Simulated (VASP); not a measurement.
The system is MgTi2N2.

```
Mg Ti N
1.0
     4.90787    0.00000    0.00000
    -2.45393    4.25034    0.00000
     0.00000    0.00000    3.24718
Mg Ti N
1 2 2
Direct
  0.00000 0.00000 0.00000
  0.33333 0.66667 0.00000
  0.66667 0.33333 0.00000
  0.33333 0.66667 0.50000
  0.66667 0.33333 0.50000
```

The cell was built by a generator and needn't be a form met in nature.

* Program: VASP 6.6.1
* Task: relaxation of cell and atoms
* Functional: PBE
* Potentials or basis: VASP PAW PBE potentials, release 64 (Mg, Ti_sv, N)
* Cutoff: 520 eV
* k mesh: 3 × 3 × 4
* Occupations: gaussian, width 0.15 eV
* Spin: no spin polarisation

At the start: pressure 58.3 GPa; volume 13.55 Å³/atom.

Q: How do energy, volume and symmetry change on relaxing?

A: Over 19 steps the energy falls by 905.3 meV/atom and the volume is 18.25 Å³/atom (+34.7 %); space group P6/mmm (No. 191, to 0.05 Å).

The path:
```
step  energy change (eV)  largest force (eV/Å)  pressure (GPa)  volume (Å³)
   1              0.0000                0.0000           58.31        67.74
   2            188.6807                0.0000           47.86       122.75
   3            163.0340                0.0000          -76.41       379.55
   4             11.8964                0.0000          -30.12       150.24
   5              7.4459                0.0000          -23.27       137.27
   6              5.4858                0.0000          -22.99       129.92
   7              4.5925                0.0000          -22.87       126.31
   8              4.1492                0.0000          -22.90       124.53
   9              5.6043                0.0000           94.80        65.91
  10             22.2807                0.0000           33.85        90.07
  11              5.2377                0.0000          -10.51       108.02
  12             -3.2609                0.0000          -12.43        95.55
  13             -3.8544                0.0000           -9.08        92.80
  14             -4.0563                0.0000           -7.76        91.43
  15             -4.1439                0.0000           -6.65        90.75
  16             -4.5194                0.0000            1.68        90.29
  17             -4.5239                0.0000            0.88        90.34
  18             -4.5239                0.0000            0.68        90.35
  19             -4.5265                0.0000            0.23        91.25
```

Final structure:
```
CELL_PARAMETERS angstrom
5.27987 0.00000 0.00000
-2.63993 4.57250 0.00000
0.00000 0.00000 3.77987
ATOMIC_POSITIONS crystal
Mg 0.00000 0.00000 0.00000
Ti 0.33333 0.66667 0.00000
Ti 0.66667 0.33333 0.00000
N 0.33333 0.66667 0.50000
N 0.66667 0.33333 0.50000
```

Caveat: the k mesh is coarse (spacing up to 0.49 Å⁻¹), so the values aren't converged; the volume moved by over 15 % at a fixed basis, so the end points are rough.
